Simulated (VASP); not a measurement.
A convergence study with VASP on Ni$_{3}$Sn (space group Pm-3m): one setting is varied, all else stays as given below, so the limit is that of these other settings. Each run relaxes cell and ions from the cell shown. The basis is that of the starting cell, so low cut-offs carry a Pulay error.

```yaml
crystal:
  lattice:
    - [3.68956, 0.00000, 0.00000]
    - [0.00000, 3.68956, 0.00000]
    - [0.00000, 0.00000, 3.68956]
  atoms:
    - { symbol: Ni, position: [0.00000, 0.50000, 0.50000] }
    - { symbol: Ni, position: [0.50000, 0.00000, 0.50000] }
    - { symbol: Ni, position: [0.50000, 0.50000, 0.00000] }
    - { symbol: Sn, position: [0.00000, 0.00000, 0.00000] }
```

Method: PBEsol GGA, VASP's PBE PAW potentials (set 64) (plane waves; VASP). The tightest run used: 700 eV cut-off, 7×7×7 Γ-centred mesh, first-order Methfessel-Paxton smearing of 0.10 eV, potentials Ni Sn_d.

| setting | relaxed volume (Å³/atom) | E (eV/atom) | plane waves |
|---|---|---|---|
| ENCUT = 200 | 10.765 | -6.0510 | 341 |
| ENCUT = 250 | 12.084 | -5.8951 | 461 |
| ENCUT = 300 | 12.415 | -5.9022 | 619 |

These are the cheaper rows. Estimate the results at ENCUT = 700, and how far the last row shown lies from them.

| quantity | tightest run | last row shown is off by |
|---|---|---|
| relaxed volume (Å³/atom) | 12.436 | -0.021 |
| E (eV/atom) | -5.8963 | -0.0059 |

Left out are rungs that failed or repeat a setting and relaxations that didn't move; long series are thinned to 24 rows.

The structure comes from a computed database's Ni3Sn entry (Pm-3m); how it stands against other phases isn't given here. The run is not spin-polarised, so no magnetic state was tried.
